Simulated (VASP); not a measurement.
Take ZnO (wurtzite), without spin-orbit terms, in VASP with PAW potentials, and its band gap.

Q: One run gives 0.76 eV. Which level is it?
A. SCAN (own cell)
B. PBEsol (own cell)
C. RPBE (own cell)
D. revTPSS (own cell)

A: C, RPBE (own cell).  The others give 0.68 (PBEsol (own cell)), 1.17 (SCAN (own cell)), 0.69 (revTPSS (own cell)).

Only levels that ran to the end are used. Left out are those held back, those with too coarse a band path, GW runs whose mesh misses a band edge, hybrids' fits of cells that aren't cubic and levels without matching references; a question may draw on a part of the rest.

The compound is ZnO in the wurtzite structure.
